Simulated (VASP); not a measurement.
Level of theory: PBE GGA, VASP's PBE PAW potentials (set 64) (plane waves; VASP). Each cell was relaxed at this level.

Question: Which of these has an unstable (imaginary) mode at Γ?
A) PbSe, Fm-3m (225)
B) BaTiO3, Pm-3m (221)
C) MgTe, F-43m (216)
D) Mg2Si, Fm-3m (225)

Answer: B, BaTiO3, Pm-3m (221). Its optical Γ-point modes are 251i (×3), 169 (×3), 285 (×3), 451 (×3) cm⁻¹.
